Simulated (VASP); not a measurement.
VASP runs on InAs (zinc blende) share one base input (PBE GGA, plane waves, VASP's PBE PAW potentials (set 64)) and change the settings named in each case.

### KPOINTS
```
Automatic mesh
0
G
 7 7 7
```

POSCAR:
```
InAs
1
    0.0000000000     3.0906000000     3.0906000000
    3.0906000000     0.0000000000     3.0906000000
    3.0906000000     3.0906000000     0.0000000000
In As
1 1
Direct
  0.0000000000   0.0000000000   0.0000000000
  0.2500000000   0.2500000000   0.2500000000
```

### INCAR
```
! general
SYSTEM  = InAs
PREC    = Accurate
ENCUT   = 400   ! plane-wave cut-off (eV)
LREAL   = F   ! projection in real space or not
LASPH   = T   ! aspherical one-centre terms

! electronic loop
EDIFF   = 1E-6   ! SCF stop (eV)
NELM    = 100   ! most electronic steps
ALGO    = Normal
LMAXMIX = 4

! smearing
ISMEAR  = 0
SIGMA   = 0.05   ! width (eV)

! functional
GGA     = PE   ! PBE

! ions
ISIF    = 2   ! forces and stress, cell fixed

! output
LWAVE   = F
LCHARG  = F
```

POTCAR, in this order: In_d As (PBE.64 set). Program: vasp_std.

```csv
change,E(σ→0) (eV/atom),pressure (GPa),plane waves
base run,-3.8560,0.17,1086
ENCUT = 175,-3.4679,-36.96,331
ENCUT = 225,-3.8465,-1.67,461
ENCUT = 250,-3.8553,0.07,541
ENCUT = 425,-3.8562,0.21,1211
ENCUT = 500,-3.8561,0.20,1511
ENCUT = 575,-3.8560,0.21,1868
ENCUT = 650,-3.8561,0.22,2239
```
 Unless said otherwise, spin-orbit coupling is left out, though it shifts the bands of the heavy elements here.

Left out are runs that ran out of time, are held back, or changed the cell or the kind of run, fixed moments of cells without a moment, rows past the twelfth, gaps on odd meshes, pressures of charged cells and columns that move by less than the noise.

The compound is InAs in the zinc blende structure. The cell was not relaxed at this level.
